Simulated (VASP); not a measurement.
Method: PBE GGA, VASP's PBE PAW potentials (set 64) (plane waves; VASP).

Input for VASP

**POSCAR**
```
TaN
1
    0.0000000000     2.1162890000     2.1162890000
    2.1162890000     0.0000000000     2.1162890000
    2.1162890000     2.1162890000     0.0000000000
N Ta
1 1
Direct
  0.0000000000   0.0000000000   0.0000000000
  0.5000000000   0.5000000000   0.5000000000
```

### KPOINTS
```
Automatic mesh
0
Gamma
10 10 10
0 0 0
```

INCAR:
```
LREAL = .False.
LWAVE = .False.
EDIFFG = -0.01
NSW = 60
SIGMA = 0.05
ENCUT = 500   ! plane-wave cut-off (eV)
LASPH = .True.   ! aspherical one-centre terms
LMAXMIX = 6   ! l cut-off of mixed one-centre charges
NELM = 100   ! most electronic steps
ALGO = Normal   ! blocked Davidson
SYSTEM = TaN
ISMEAR = 0   ! Gaussian
EDIFF = 1E-6
IBRION = 2   ! conjugate gradients
PREC = Accurate
LCHARG = .False.
ISIF = 3   ! ions, shape and volume
GGA = PE   ! PBE
```

POTCAR, in this order: N Ta_pv (PBE.64 set). Program: vasp_std.

The run wrote:

OSZICAR:
```
       N       E                     dE             d eps       ncg     rms          rms(c)
DAV:   1     0.890746354484E+02    0.89075E+02   -0.91187E+03  1136   0.140E+03
DAV:   2    -0.210599868725E+02   -0.11013E+03   -0.10458E+03  1280   0.343E+02
DAV:   3    -0.244370555922E+02   -0.33771E+01   -0.32900E+01  1400   0.549E+01
DAV:   4    -0.244750847469E+02   -0.38029E-01   -0.37959E-01  1280   0.521E+00
DAV:   5    -0.244753930420E+02   -0.30830E-03   -0.30827E-03  1388   0.413E-01    0.315E+01
DAV:   6    -0.214973756108E+02    0.29780E+01   -0.10954E+01  1304   0.337E+01    0.137E+01
DAV:   7    -0.214477726084E+02    0.49603E-01   -0.33405E-01  1196   0.591E+00    0.868E+00
DAV:   8    -0.214229734234E+02    0.24799E-01   -0.89082E-02  1348   0.285E+00    0.145E+00
DAV:   9    -0.214185732288E+02    0.44002E-02   -0.19341E-02  1280   0.112E+00    0.305E-01
DAV:  10    -0.214184706743E+02    0.10255E-03   -0.12353E-03  1276   0.410E-01    0.576E-02
DAV:  11    -0.214184391048E+02    0.31570E-04   -0.99696E-05  1332   0.105E-01    0.115E-02
DAV:  12    -0.214184388108E+02    0.29398E-06   -0.60153E-06  1216   0.258E-02
   1 F= -.21418439E+02 E0= -.21417846E+02  d E =-.214184E+02
       N       E                     dE             d eps       ncg     rms          rms(c)
DAV:   1    -0.346717355137E+02   -0.13253E+02   -0.55143E+02  1136   0.322E+02    0.303E+01
DAV:   2    -0.225679214313E+02    0.12104E+02   -0.22498E+01  1176   0.474E+01    0.155E+01
DAV:   3    -0.203171703134E+02    0.22508E+01   -0.12915E+01  1312   0.266E+01    0.562E+00
DAV:   4    -0.199035858270E+02    0.41358E+00   -0.11221E+00  1492   0.106E+01    0.151E+00
DAV:   5    -0.199253962000E+02   -0.21810E-01   -0.20353E-01  1392   0.348E+00    0.726E-01
DAV:   6    -0.199278573105E+02   -0.24611E-02   -0.31885E-02  1420   0.113E+00    0.224E-01
DAV:   7    -0.199281668072E+02   -0.30950E-03   -0.21569E-03  1300   0.385E-01    0.421E-02
DAV:   8    -0.199281511112E+02    0.15696E-04   -0.15886E-04  1336   0.107E-01    0.249E-02
DAV:   9    -0.199281518456E+02   -0.73441E-06   -0.69197E-06  1388   0.228E-02
   2 F= -.19928152E+02 E0= -.19927110E+02  d E =0.149029E+01
       N       E                     dE             d eps       ncg     rms          rms(c)
DAV:   1    -0.290136996456E+02   -0.90855E+01   -0.21724E+02  1128   0.167E+02    0.255E+01
DAV:   2    -0.233273471554E+02    0.56864E+01   -0.82721E+00  1196   0.341E+01    0.101E+01
DAV:   3    -0.218116879620E+02    0.15157E+01   -0.43918E+00  1248   0.253E+01    0.315E+00
DAV:   4    -0.218209746157E+02   -0.92867E-02   -0.52181E-02  1372   0.265E+00    0.191E+00
DAV:   5    -0.218263763794E+02   -0.54018E-02   -0.15663E-02  1396   0.130E+00    0.157E-01
DAV:   6    -0.218264909097E+02   -0.11453E-03   -0.36338E-04  1272   0.212E-01    0.748E-02
DAV:   7    -0.218264817745E+02    0.91353E-05   -0.21205E-05  1340   0.416E-02    0.211E-02
DAV:   8    -0.218264810216E+02    0.75290E-06   -0.48279E-06  1264   0.168E-02
   3 F= -.21826481E+02 E0= -.21825878E+02  d E =-.408042E+00
       N       E                     dE             d eps       ncg     rms          rms(c)
DAV:   1    -0.218455095039E+02   -0.19028E-01   -0.44870E-01  1136   0.869E+00    0.127E+00
DAV:   2    -0.218351489340E+02    0.10361E-01   -0.13906E-02  1196   0.133E+00    0.521E-01
DAV:   3    -0.218323973730E+02    0.27516E-02   -0.83888E-03  1248   0.104E+00    0.977E-02
DAV:   4    -0.218324229501E+02   -0.25577E-04   -0.81266E-05  1388   0.104E-01    0.552E-02
DAV:   5    -0.218324391045E+02   -0.16154E-04   -0.22085E-05  1416   0.459E-02    0.716E-03
DAV:   6    -0.218324397266E+02   -0.62207E-06   -0.73608E-07   672   0.946E-03
   4 F= -.21832440E+02 E0= -.21831838E+02  d E =-.414001E+00
       N       E                     dE             d eps       ncg     rms          rms(c)
DAV:   1    -0.218330680181E+02   -0.62891E-03   -0.16415E-02  1136   0.167E+00    0.243E-01
DAV:   2    -0.218326925909E+02    0.37543E-03   -0.50153E-04  1196   0.253E-01    0.100E-01
DAV:   3    -0.218325935092E+02    0.99082E-04   -0.30565E-04  1256   0.198E-01    0.185E-02
DAV:   4    -0.218325951933E+02   -0.16842E-05   -0.29841E-06  1312   0.198E-02    0.101E-02
DAV:   5    -0.218325966807E+02   -0.14874E-05   -0.72379E-07   724   0.870E-03    0.111E-03
DAV:   6    -0.218325967601E+02   -0.79375E-07   -0.78255E-08   564   0.275E-03
   5 F= -.21832597E+02 E0= -.21831996E+02  d E =-.414158E+00
```

**OUTCAR**
```
------------------------ aborting loop because EDIFF is reached ----------------------------------------
  FORCE on cell =-STRESS in cart. coord.  units (eV):
  Direction    XX          YY          ZZ          XY          YZ          ZX
  --------------------------------------------------------------------------------------
  Total        0.0025180      0.0025180      0.0025180     -0.0000000      0.0000000      0.0000000
  in kB        0.1872073      0.1872073      0.1872073     -0.0000000      0.0000000      0.0000000
  external PRESSURE =       0.1872073 kB  Pullay stress =       0.0000000 kB
  volume of cell :       21.55
      direct lattice vectors                 reciprocal lattice vectors
     0.000000000  2.208719915  2.208719915    -0.226375466  0.226375466  0.226375466
     2.208719915  0.000000000  2.208719915     0.226375466 -0.226375466  0.226375466
     2.208719915  2.208719915  0.000000000     0.226375466  0.226375466 -0.226375466
 POSITION                                       TOTAL-FORCE (eV/Angst)
 -----------------------------------------------------------------------------------
      0.00000      0.00000      0.00000         0.000000     -0.000000     -0.000000
      2.20872      2.20872      2.20872        -0.000000      0.000000      0.000000
 -----------------------------------------------------------------------------------
    total drift:                                0.000000     -0.000000     -0.000000
  FREE ENERGIE OF THE ION-ELECTRON SYSTEM (eV)
  ---------------------------------------------------
  free  energy   TOTEN  =       -21.8325967601 eV

  energy  without entropy=      -21.8313948099  energy(sigma->0) =      -21.83199578

 reached required accuracy - stopping structural energy minimisation
```
(Selected blocks of OUTCAR.)

CONTCAR:
```
TaN
   1.00000000000000
     0.0000000000000000    2.2087199152465442    2.2087199152465442
     2.2087199152465442    0.0000000000000000    2.2087199152465442
     2.2087199152465442    2.2087199152465442    0.0000000000000000
  N               Ta
     1     1
Direct
     0.0000000000000000    0.0000000000000000    0.0000000000000000
     0.5000000000000000    0.5000000000000000    0.5000000000000000
```

Energy and stress use the plane-wave basis of the starting cell.

The structure was generated: TaN was put into the rocksalt type (Fm-3m), which need not be its known phase. This run relaxes it. Symmetry was kept, so distortions that lower it aren't found. VASP warned that the highest band is occupied, so more bands are needed.
